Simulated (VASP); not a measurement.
OSZICAR of a VASP run on CeO2 (fluorite):

**OSZICAR**
```
       N       E                     dE             d eps       ncg     rms          rms(c)
DAV:   1     0.235375566646E+03    0.23538E+03   -0.12726E+04   944   0.223E+03
DAV:   2     0.220521306334E+02   -0.21332E+03   -0.20352E+03  1312   0.326E+02
DAV:   3    -0.303341498240E+02   -0.52386E+02   -0.48777E+02  1272   0.152E+02
DAV:   4    -0.325049808018E+02   -0.21708E+01   -0.21707E+01  1296   0.393E+01
DAV:   5    -0.326254409542E+02   -0.12046E+00   -0.12045E+00  1648   0.799E+00    0.348E+01
DAV:   6    -0.298524117722E+02    0.27730E+01   -0.76647E+01  1384   0.586E+01    0.192E+01
DAV:   7    -0.291435159782E+02    0.70890E+00   -0.11922E+02  1368   0.114E+02    0.233E+01
DAV:   8    -0.281943637738E+02    0.94915E+00   -0.26915E+00  1184   0.190E+01    0.124E+01
DAV:   9    -0.275363156858E+02    0.65805E+00   -0.55543E+00  1400   0.201E+01    0.166E+00
DAV:  10    -0.275358968105E+02    0.41888E-03   -0.20587E-01  1600   0.346E+00    0.103E+00
DAV:  11    -0.275403483304E+02   -0.44515E-02   -0.21368E-02  1344   0.130E+00    0.146E+00
DAV:  12    -0.275358925205E+02    0.44558E-02   -0.17468E-01  1368   0.331E+00    0.986E-01
DAV:  13    -0.275325060391E+02    0.33865E-02   -0.43064E-02  1416   0.207E+00    0.371E-01
DAV:  14    -0.275328451970E+02   -0.33916E-03   -0.22570E-03  1592   0.367E-01    0.386E-01
DAV:  15    -0.275324926334E+02    0.35256E-03   -0.21853E-03  1416   0.457E-01    0.680E-02
DAV:  16    -0.275324892581E+02    0.33753E-05   -0.30639E-05  1320   0.513E-02    0.501E-02
DAV:  17    -0.275324825930E+02    0.66651E-05   -0.72667E-05  1368   0.852E-02    0.877E-03
DAV:  18    -0.275324828504E+02   -0.25737E-06   -0.29897E-06  1408   0.137E-02    0.458E-03
DAV:  19    -0.275324825825E+02    0.26792E-06   -0.56349E-07  1280   0.618E-03    0.121E-03
DAV:  20    -0.275324826052E+02   -0.22715E-07   -0.25224E-08   696   0.204E-03
   1 F= -.26335375E+02 E0= -.26335375E+02  d E =-.263354E+02
```

### Question
Which electronic solver shows in the log?

### Answer
It is blocked Davidson (ALGO = Normal, or the opening steps of other solvers). The INCAR had ALGO = Normal.

### Question
How was spin treated?

### Answer
Without spin polarisation: there is no mag entry.

### Question
Can the final energy be trusted as converged?

### Answer
The run converged. It stopped with EDIFF = 1E-7, NELM = 100, NSW = 40 and EDIFFG = -0.01 after 1 ionic step (PBEsol GGA, plane waves, VASP's PBE PAW potentials (set 64)).

The compound is CeO2 in the fluorite structure. It was relaxed first under an external pressure of 5 GPa. The run is not spin-polarised, so no magnetic state was tried.
